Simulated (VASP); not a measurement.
Output of a VASP run:

OSZICAR:
```
       N       E                     dE             d eps       ncg     rms          rms(c)
DAV:   1    -0.763134924621E+04   -0.76313E+04   -0.11042E+05  5888   0.205E+03
DAV:   2    -0.154812505502E+05   -0.78499E+04   -0.78237E+04  4256   0.333E+03
DAV:   3    -0.162120497693E+05   -0.73080E+03   -0.72897E+03  4072   0.119E+03
DAV:   4    -0.162312899634E+05   -0.19240E+02   -0.18688E+02  4632   0.197E+02
DAV:   5    -0.162324275754E+05   -0.11376E+01   -0.10983E+01  4736   0.358E+01    0.202E+02
DAV:   6    -0.176517816089E+03    0.16056E+05   -0.90146E+04  3928   0.951E+02    0.798E+02
DAV:   7    -0.265816965736E+03   -0.89299E+02   -0.17275E+03  3880   0.209E+02    0.921E+01
DAV:   8    -0.164449540465E+03    0.10137E+03   -0.14541E+02  3088   0.794E+01    0.579E+01
DAV:   9    -0.112671046985E+03    0.51778E+02   -0.64152E+01  3096   0.491E+01    0.398E+01
DAV:  10    -0.905145730990E+02    0.22156E+02   -0.52532E+00  3112   0.285E+01    0.299E+01
DAV:  11    -0.848085812065E+02    0.57060E+01   -0.61213E-01  3328   0.552E+00    0.271E+01
DAV:  12    -0.704750242117E+02    0.14334E+02   -0.62801E+00  3160   0.153E+01    0.176E+01
DAV:  13    -0.650113795288E+02    0.54636E+01   -0.32973E+00  3432   0.149E+01    0.128E+01
DAV:  14    -0.651262866803E+02   -0.11491E+00   -0.10309E+00  3688   0.592E+00    0.124E+01
DAV:  15    -0.651222917208E+02    0.39950E-02   -0.36160E-02  3232   0.154E+00    0.110E+01
DAV:  16    -0.652551713381E+02   -0.13288E+00   -0.53490E-02  3472   0.195E+00    0.985E+00
DAV:  17    -0.652913812703E+02   -0.36210E-01   -0.64396E-03  3408   0.725E-01    0.886E+00
DAV:  18    -0.653230086955E+02   -0.31627E-01   -0.10967E-02  3440   0.109E+00    0.733E+00
DAV:  19    -0.653194699652E+02    0.35387E-02   -0.31680E-03  3656   0.554E-01    0.531E+00
DAV:  20    -0.653197308916E+02   -0.26093E-03   -0.40556E-03  3912   0.660E-01    0.308E+00
DAV:  21    -0.653200297883E+02   -0.29890E-03   -0.18041E-03  3584   0.450E-01    0.181E+00
DAV:  22    -0.653211737798E+02   -0.11440E-02   -0.24087E-03  3120   0.460E-01    0.759E-01
DAV:  23    -0.653210431034E+02    0.13068E-03   -0.69463E-04  3496   0.227E-01    0.195E-01
DAV:  24    -0.653198504546E+02    0.11926E-02   -0.13160E-04  3272   0.116E-01    0.765E-02
DAV:  25    -0.653211911324E+02   -0.13407E-02   -0.29447E-04  3080   0.162E-01    0.438E-02
DAV:  26    -0.653212007222E+02   -0.95898E-05   -0.80515E-06  2808   0.246E-02    0.195E-03
DAV:  27    -0.653212021783E+02   -0.14562E-05   -0.16529E-06  2320   0.118E-02    0.992E-03
DAV:  28    -0.653212023767E+02   -0.19834E-06   -0.23444E-06  2528   0.114E-02
   1 F= -.65321202E+02 E0= -.65321202E+02  d E =-.653212E+02  mag=    -0.0000
```

### OUTCAR
```
------------------------ aborting loop because EDIFF is reached ----------------------------------------
  FORCE on cell =-STRESS in cart. coord.  units (eV):
  Direction    XX          YY          ZZ          XY          YZ          ZX
  --------------------------------------------------------------------------------------
  Total        0.1089637      0.1089637     -0.0402618     -0.0000000      0.0000000      0.0000000
  in kB        2.2102642      2.2102642     -0.8166863     -0.0000000      0.0000000      0.0000000
  external PRESSURE =       1.2012807 kB  Pullay stress =       0.0000000 kB
  volume of cell :       78.99
      direct lattice vectors                 reciprocal lattice vectors
     4.885214764  0.000000000  0.000000000     0.204699291  0.000000000  0.000000000
     0.000000000  4.885214764  0.000000000     0.000000000  0.204699291  0.000000000
     0.000000000  0.000000000  3.309641050     0.000000000  0.000000000  0.302147570
 POSITION                                       TOTAL-FORCE (eV/Angst)
 -----------------------------------------------------------------------------------
      0.00000      0.00000      0.00000        -0.000000      0.000000      0.000000
      2.44261      2.44261      1.65482        -0.000000      0.000000      0.000000
      1.48546      1.48546      0.00000        -0.000808     -0.000808      0.000000
      3.92806      0.95715      1.65482        -0.000808      0.000808      0.000000
      0.95715      3.92806      1.65482         0.000808     -0.000808      0.000000
      3.39976      3.39976      0.00000         0.000808      0.000808      0.000000
 -----------------------------------------------------------------------------------
    total drift:                               -0.000000      0.000000     -0.000000
  FREE ENERGIE OF THE ION-ELECTRON SYSTEM (eV)
  ---------------------------------------------------
  free  energy   TOTEN  =       -65.3212023767 eV

  energy  without entropy=      -65.3212023767  energy(sigma->0) =      -65.32120238

 total charge

# of ion       s       p       d       tot
------------------------------------------
    1        0.154   6.141   4.989  11.284
    2        0.154   6.141   4.989  11.284
    3        1.702   4.361   0.000   6.064
    4        1.702   4.361   0.000   6.064
    5        1.702   4.361   0.000   6.064
    6        1.702   4.361   0.000   6.064
--------------------------------------------------
tot          7.117  29.728   9.978  46.823

 magnetization (x)

# of ion       s       p       d       tot
------------------------------------------
    1       -0.011  -0.016  -4.557  -4.584
    2        0.011   0.016   4.557   4.584
    3        0.002   0.023   0.000   0.026
    4       -0.002  -0.023   0.000  -0.026
    5       -0.002  -0.023   0.000  -0.026
    6        0.002   0.023   0.000   0.026
--------------------------------------------------
tot          0.000   0.000  -0.000  -0.000

 reached required accuracy - stopping structural energy minimisation
```
(Selected blocks of OUTCAR.)

### POSCAR
```
MnF2
1
    4.8852147636     0.0000000000     0.0000000000
   -0.0000000000     4.8852147636     0.0000000000
    0.0000000000     0.0000000000     3.3096410505
Mn F
2 4
Direct
  0.0000000000   0.0000000000   0.0000000000
  0.5000000000   0.5000000000   0.5000000000
  0.3040718896   0.3040718896   0.0000000000
  0.8040718896   0.1959281104   0.5000000000
  0.1959281104   0.8040718896   0.5000000000
  0.6959281104   0.6959281104   0.0000000000
```

**Question.** Write an INCAR and KPOINTS that could have produced this output.

**Answer.** Several could match; the one computed here: the input of the run itself, TPSS meta-GGA, plane waves, VASP's PBE PAW potentials (set 64).

**INCAR**
```
! general
SYSTEM  = MnF2
PREC    = Accurate
ENCUT   = 520
LREAL   = .FALSE.   ! projection in real space or not
LASPH   = .TRUE.   ! aspherical one-centre terms

! electronic loop
EDIFF   = 1E-6   ! SCF stop (eV)
NELM    = 100
ALGO    = Normal   ! blocked Davidson
LMAXMIX = 4   ! l cut-off of mixed one-centre charges
LMIXTAU = .TRUE.

! smearing
ISMEAR  = 0   ! Gaussian
SIGMA   = 0.05   ! width (eV)

! functional
METAGGA = TPSS

! spin
ISPIN   = 2
MAGMOM  = 4.6 -4.6 -0.0 0.0 0.0 -0.0

! ions
IBRION  = 2
NSW     = 60   ! most ionic steps
ISIF    = 3   ! ions, shape and volume
EDIFFG  = -0.02

! output
LWAVE   = .FALSE.
LCHARG  = .FALSE.
LORBIT  = 10
```

**KPOINTS**
```
Automatic mesh
0
Gamma
4 4 6
0 0 0
```

POTCAR, in this order: Mn_pv F (PBE.64 set). Program: vasp_std.

The compound is MnF2 in the rutile structure. It was relaxed first. The start is the result of an earlier pass.
